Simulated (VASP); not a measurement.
Take FePt (L1_0), from the solid elements, with no thermal terms, in VASP with PAW potentials, and its formation energy.

Problem. One run gives -0.234 eV/atom. Which level is it?
A) PBEsol
B) PBE
C) LDA
D) r2SCAN

Solution. B, PBE.  The others give -0.207 (PBEsol), -0.344 (r2SCAN), -0.141 (LDA).

Only levels that ran to the end are used. Left out are those held back, those with too coarse a band path, GW runs whose mesh misses a band edge, hybrids' fits of cells that aren't cubic and levels without matching references; a question may draw on a part of the rest.
